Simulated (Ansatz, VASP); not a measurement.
# BeGe6Te: VASP beside Ansatz, part 3 of 3

Aim: how closely do two programs agree when they are given the same cell, functional and k mesh? The cell is generated by rule, not measured, and may not be a known phase. The cell is taken from a series of runs on this material, whose earlier steps may have relaxed, scaled, displaced or heated it; both programs get it as it stands.

VASP 6.6.1 and Ansatz 0.2.0.

So far: Set-up; VASP: relaxation of cell and atoms, LDA, pair 1; Ansatz: relaxation of cell and atoms, LDA, pair 1; Differences; VASP: relaxation of cell and atoms, LDA, pair 2; Ansatz: relaxation of cell and atoms, LDA, pair 2.

## 8. VASP: relaxation of cell and atoms, LDA, pair 3

Level of this step: LDA; plane waves and PAW (Be, Ge_d, Te); invented cell (VASP).

The relaxed volume is the usual yardstick between codes: in a stiff, nearly cubic crystal its relative difference is about their pressure difference at one cell divided by the bulk modulus.

INCAR

```
SYSTEM = BeGe6Te
PREC = Accurate
ENCUT = 600
EDIFF = 1E-07
NELM = 120
ISMEAR = 1
SIGMA = 0.2
LREAL = .FALSE.
ALGO = Normal
GGA = CA
NBANDS = 57
LORBIT = 11
LWAVE = .FALSE.
LCHARG = .FALSE.
ISIF = 3
IBRION = 2
NSW = 80
EDIFFG = -0.005
LASPH = .TRUE.
GGA_COMPAT = .FALSE.
NELMIN = 4
KPAR = 2
```

POSCAR

```
BeGe6Te
1.0
    2.8202820000      2.8202820000      0.0000000000
   -2.8272540000      2.8272540000      0.0000000000
    0.0000000000      0.0000000000     11.1686140000
Be Ge Te
1 6 1
Direct
    0.5000000000      0.5000000000      0.7255208211
    0.0000000000      0.0000000000      0.0070524418
    0.5000000000      0.0000000000      0.1314298265
    0.5000000000      0.5000000000      0.2576256105
    0.0000000000      0.5000000000      0.3830785987
    0.0000000000      0.0000000000      0.5093680380
    0.5000000000      0.0000000000      0.6362727730
    0.0000000000      0.5000000000      0.8496518906
```

KPOINTS

```
Automatic mesh
0
Gamma
12 12 4
0 0 0
```

Potentials, in the order of the species: Be, Ge_d and Te (LDA family, release 64).

Run with:

```sh
$ mpirun -np 2 vasp_std
```

Numbers of over 12 decimals in the logs are rounded to 6 here.

Output:

```text
[... set-up lines as in an earlier step ...]
 entering main loop
       N       E                     dE             d eps       ncg     rms          rms(c)
DAV:   1     0.114423772794E+04    0.11442E+04   -0.45707E+04 20525   0.431E+03
DAV:   2     0.190045892900E+03   -0.95419E+03   -0.91719E+03 16758   0.114E+03
DAV:   3    -0.205934164076E+02   -0.21064E+03   -0.20394E+03 17688   0.264E+02
DAV:   4    -0.394885242598E+02   -0.18895E+02   -0.18639E+02 20067   0.863E+01
[...]
DAV:  15    -0.385086599742E+02   -0.14994E-06   -0.53593E-06 18785   0.222E-02    0.273E-02
DAV:  16    -0.385086596521E+02    0.32213E-06   -0.61198E-07 20620   0.130E-02    0.153E-02
DAV:  17    -0.385086595862E+02    0.65897E-07   -0.53494E-07 18849   0.750E-03
   1 F= -.38508660E+02 E0= -.38509146E+02  d E =-.385087E+02
[... from here on, the cycles between the ionic steps are left out ...]
   2 F= -.38508843E+02 E0= -.38509342E+02  d E =-.183106E-03
   3 F= -.38508836E+02 E0= -.38509338E+02  d E =-.176653E-03
   4 F= -.38508841E+02 E0= -.38509342E+02  d E =-.181825E-03
   5 F= -.38508842E+02 E0= -.38509342E+02  d E =-.182604E-03
   6 F= -.38508847E+02 E0= -.38509346E+02  d E =-.501774E-05
   7 F= -.38508850E+02 E0= -.38509348E+02  d E =-.809294E-05
[...]
reached required accuracy - stopping structural energy minimisation
```

From OUTCAR (step 8):

```text
  Total       -0.0217263     -0.0217263     -0.0237503      0.0018699      0.0000000      0.0000000
  in kB       -0.1949924     -0.1949924     -0.2131581      0.0167824      0.0000000      0.0000000
  external PRESSURE =      -0.2010476 kB  Pullay stress =       0.0000000 kB

 POSITION                                       TOTAL-FORCE (eV/Angst)
 -----------------------------------------------------------------------------------
     -0.00416      2.82571      8.10928        -0.000000      0.000000     -0.003361
      0.00000      0.00000      0.07886        -0.000000      0.000000      0.001294
      1.41077      1.41077      1.46980         0.000000     -0.000000     -0.000644
     -0.00416      2.82571      2.87975        -0.000000      0.000000     -0.000081
     -1.41493      1.41493      4.28256        -0.000000      0.000000      0.002621
      0.00000      0.00000      5.69344        -0.000000      0.000000     -0.001943
      1.41077      1.41077      7.11401         0.000000     -0.000000      0.001412
     -1.41493      1.41493      9.49818        -0.000000      0.000000      0.000703
 -----------------------------------------------------------------------------------
    total drift:                               -0.000000      0.000000      0.000602

  FREE ENERGIE OF THE ION-ELECTRON SYSTEM (eV)
  ---------------------------------------------------
  free  energy   TOTEN  =       -38.5088502831 eV

  energy  without entropy=      -38.5103420792  energy(sigma->0) =      -38.50934755

[... 1 part as in an earlier step ...]

[... 3 further parts left out ...]
[key lines of the parts left out:]
E-fermi :   5.0081
```

## 9. Ansatz: relaxation of cell and atoms, LDA, pair 3

The same cell, functional (in two slightly different forms), mesh and smearing now go to Ansatz, which takes its cutoff from its data sets.

The cell is taken from a series of runs on this material, whose earlier steps may have relaxed, scaled, displaced or heated it; both programs get it as it stands.

input.yaml

```yaml
crystal:
  lattice:
    - [2.8202819099, 2.8202819099, 0.0]
    - [-2.8272540573, 2.8272540573, 0.0]
    - [0.0, 0.0, 11.1686141383]
  atoms:
    - { symbol: Be, position: [0.5, 0.5, 0.7255208073] }
    - { symbol: Ge, position: [0.0, 0.0, 0.0070524572] }
    - { symbol: Ge, position: [0.5, 1.0, 0.1314298046] }
    - { symbol: Ge, position: [0.5, 0.5, 0.2576256487] }
    - { symbol: Ge, position: [0.0, 0.5, 0.3830785759] }
    - { symbol: Ge, position: [0.0, 0.0, 0.509368054] }
    - { symbol: Ge, position: [0.5, 1.0, 0.6362727811] }
    - { symbol: Te, position: [0.0, 0.5, 0.8496518713] }
kpoints:
  mp_grid: { grid: [12, 12, 4] }
hamiltonian:
  xc: lda
scf:
  occupations: { method: methfessel_paxton, width: 0.2 }
output:
  forces: true
  stress: true
  eigenvalues: true
relax:
  adjacent_minimum: "off"
  f_tol: 0.001
  max_steps: 60
  cell: { stress_tol: 0.01 }
```

Run with:

```sh
$ ansatz run input.yaml --threads 4 --pin off --max-ram 14336MiB --backend cpu --events-out ev --progress --plain --runs-dir out
```

Output:

```text
[...]
Crystal: 8 atoms, lattice volume = 178.109 Å³
Basis set: ecut = 420 eV, 3493 PW (Γ)
Bands: 62, of which v1, the nominal top of the filled ones, is band 51 counted from 1 (50 counted from 0)
Symmetry: 4 space group operations
[...]
k-points: 147 of 576 (time reversal used)
[...]
- [-2.827988, 2.827988, 0]
    - [0, 0.0, 11.165894]
  atoms:
    - { symbol: Be, position: [0.5, 0.500000, 0.725393] }
    - { symbol: Ge, position: [0, 0, 0.0069886] }
    - { symbol: Ge, position: [0.500000, 1.0, 0.131447] }
    - { symbol: Ge, position: [0.5, 0.500000, 0.257607] }
    - { symbol: Ge, position: [0, 0.5, 0.383143] }
    - { symbol: Ge, position: [0, 0, 0.509348] }
    - { symbol: Ge, position: [0.500000, 1.0, 0.636406] }
    - { symbol: Te, position: [0, 0.5, 0.849667] }
[key lines of the parts left out:]
SCF converged after 9 iterations
Free energy (F): -32209.081056 eV
Fermi energy:    8.286082 eV
P = ⅓ Tr σ = 0.0003 GPa (0.003 kbar)
```

## 10. Differences

What differs besides the data sets and the points named for the pairs above, as far as they apply: the data sets hold 102 valence electrons in Ansatz (on its default PAW (the set named soft_2) files) and 92 in VASP. Total energies have different zeros and are not compared.

The two programs side by side:

```tsv
quantity	Ansatz	VASP	difference
volume (Å³)	178.05	178.52	-0.26 %
edge a after relaxation, in the typed setting (Å)	3.987	3.990	-0.08 %
edge b after relaxation, in the typed setting (Å)	3.999	4.002	-0.06 %
edge c after relaxation, in the typed setting (Å)	11.166	11.179	-0.12 %
```

## 11. Outcome

| Item | Value |
| --- | --- |
| difference in volume (relaxation of cell and atoms, LDA, pair 1) | -0.30 % |
| difference in volume (relaxation of cell and atoms, LDA, pair 2) | -0.25 % |
| difference in volume (relaxation of cell and atoms, LDA, pair 3) | -0.26 % |

What this shows: The difference in volume is -0.30 % (relaxation of cell and atoms, LDA, pair 1), within the 1.2 % picked in this series as the mark of a large difference, as far as the stopping tolerances let one tell. The data sets hold unlike numbers of valence electrons (102 in Ansatz and 92 in VASP), so part of the differences comes from the potentials. Such differences can come from data sets, numerical settings and the points named under the comparisons, not from the functional's error against experiment.

[Lines on the potential files, build, host, timing and source positions are cut from VASP's logs without a mark.]

[Logs are printed without paths, hosts, clocks, repeated set-up lines and the standing remarks that a program may print on its own settings, such as how far it seeks lower states.]

[Hosts, paths, dates, database ids (printed as entryN), source tags and the programs' standing remarks are cut or masked in the printed files.]
